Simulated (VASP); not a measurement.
Given:

```xyz
2
Lattice="0.0000 1.9802 1.9802 1.9802 0.0000 1.9802 1.9802 1.9802 0.0000" Properties=species:S:1:pos:R:3 pbc="T T T"
Li     0.0000     0.0000     0.0000
H      1.9802     1.9802     1.9802
```

All values below come from optB88-vdW, VASP's PBE PAW potentials (set 64) (plane waves; VASP). Settings: 520 eV cut-off, 11×11×11 Γ-centred mesh, Gaussian smearing of 0.050 eV, potentials Li_sv H.

Problem. What does the run give for the energy per atom (σ→0), pressure?

Solution. 
```json
{
  "energy per atom (σ→0)": "-2.704 eV/atom",
  "pressure": "1.12 GPa"
}
```

The compound is LiH in the rock salt structure. This cell is one point of a volume scan, at 0.97 of the reference volume.
